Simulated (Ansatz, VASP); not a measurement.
# NiRu: VASP beside Ansatz

```
Ni Ru
1.0
     2.59679    0.00000    0.00000
     0.00000    2.59679    0.00000
     0.00000    0.00000    3.67651
Ni Ru
1 1
Direct
  0.00000 0.00000 0.00000
  0.50000 0.50000 0.50000
```

The cell was built by a generator and needn't be a form met in nature.

Alike in both runs: functional PBE; k mesh 16 × 16 × 12; occupations gaussian, width 0.1 eV; no spin polarisation.

Ansatz relaxed the structure, and its values are those at the end. VASP's run is a single point on that final structure, the one shown.

|  | VASP | Ansatz |
| --- | --- | --- |
| version | VASP 6.6.1 | Ansatz 0.2.0 |
| potentials or method | VASP PAW PBE potentials, release 64 (Ni, Ru_pv) | scalar-relativistic, plane waves, PAW |
| plane-wave cutoff (eV) | 520 | 420 |
| valence electrons in the cell | 24 | 34 |

Ansatz gave:

* gap on the k mesh at the Fermi level (eV): none
* pressure (GPa): 0.0

Problem. Estimate VASP's values.

Solution. gap on the k mesh at the Fermi level (eV): none; pressure (GPa): -0.3.

A gap of «none» marks a metal or a gap that the smearing closes. The two sets of potentials don't hold the same shells in valence.

Spin polarisation is off, so any magnetic state and its effect on volume and gap are missing.
